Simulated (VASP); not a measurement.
The input files of a VASP run:

POSCAR:
```
Cu3Au
1.0
  3.5476798305   0.0000000000   0.0000000000
  0.0000000000   3.5476798305   0.0000000000
  0.0000000000   0.0000000000   3.5476798305
Cu Au
3 1
Cartesian
  0.0000000000   1.7738399152   1.7738399152
  1.7738399152   0.0000000000   1.7738399152
  1.7738399152   1.7738399152   0.0000000000
  0.0000000000   0.0000000000   0.0000000000
```

### INCAR
```
SYSTEM = Cu3Au
PREC = Accurate
ENCUT = 500
EDIFF = 1E-6
NELM = 100
ALGO = Normal
LREAL = .FALSE.
LASPH = .TRUE.
ISMEAR = 1
SIGMA = 0.1
GGA = PE
LMAXMIX = 6
LWAVE = .FALSE.
LCHARG = .FALSE.
IBRION = 2
ISIF = 3
NSW = 40
EDIFFG = -0.02
PSTRESS = 450
```

### KPOINTS
```
K-points
0
gamma
 9 9 9
0 0 0
```

POTCAR, in this order: Cu Au (PBE.64 set). Program: vasp_std.

### Question
Translate this PBE calculation to Quantum ESPRESSO's pw.x.

### Answer
One equivalent input (not run):
```
&CONTROL
  calculation = 'vc-relax'
  pseudo_dir = './pseudo'
  outdir = './out'
  tprnfor = .true.
  tstress = .true.
  nstep = 40
  forc_conv_thr = 0.00078
/
&SYSTEM
  ibrav = 0
  nat = 4
  ntyp = 2
  ecutwfc = 92
  occupations = 'smearing'
  smearing = 'methfessel-paxton'
  degauss = 0.00735
  input_dft = 'pbe'
/
&ELECTRONS
  conv_thr = 7.3e-08
  electron_maxstep = 100
/
&IONS
/
&CELL
  press = 450
/
ATOMIC_SPECIES
  Cu 63.546 Cu.upf
  Au 196.967 Au.upf
CELL_PARAMETERS angstrom
     3.5476798    0.0000000   -0.0000000
     0.0000000    3.5476798    0.0000000
     0.0000000    0.0000000    3.5476798
ATOMIC_POSITIONS crystal
  Cu   0.0000000  0.5000000  0.5000000
  Cu   0.5000000  0.0000000  0.5000000
  Cu   0.5000000  0.5000000  0.0000000
  Au   0.0000000  0.0000000  0.0000000
K_POINTS automatic
  9 9 9 0 0 0
```
Limits of the translation: the potentials are each code's own (VASP's PAW set, PseudoDojo norm-conserving files in pw.x), so ENCUT and ecutwfc are chosen apart and not converted; conv_thr bounds pw.x's estimated SCF error, while EDIFF bounds the energy change between steps; forc_conv_thr acts on force components and is met together with etot_conv_thr.

The compound is Cu3Au in the L1_2 structure. It was relaxed first under an external pressure of 45 GPa.
